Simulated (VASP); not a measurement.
Consider the following.

```yaml
crystal:
  lattice:
    - [0.00000, 2.53139, 2.53139]
    - [2.53139, 0.00000, 2.53139]
    - [2.53139, 2.53139, 0.00000]
  atoms:
    - { symbol: Hf, position: [0.00000, 0.00000, 0.00000] }
    - { symbol: O, position: [0.25000, 0.25000, 0.25000] }
    - { symbol: O, position: [0.75000, 0.75000, 0.75000] }
```

Method: PBE GGA, VASP's PBE PAW potentials (set 64) (plane waves; VASP). Run with PREC = Normal, EDIFF = 1E-5, 400 eV cut-off, 12×12×12 Γ-centred mesh, Gaussian smearing of 0.050 eV, potentials Hf O.

At this cut-off the stress carries a Pulay error, which pulls relaxed volumes low.

Q: Give the stress tensor in GPa (positive for a compressed cell).

A: 
```
-5.77   0.00   0.00
 0.00  -5.77   0.00
 0.00   0.00  -5.77
```
The pressure is its mean diagonal, -5.77 GPa.

The compound is HfO2 in the fluorite structure, the high-temperature cubic form, which is unstable at 0 K; the monoclinic form is the stable one. It was relaxed first.
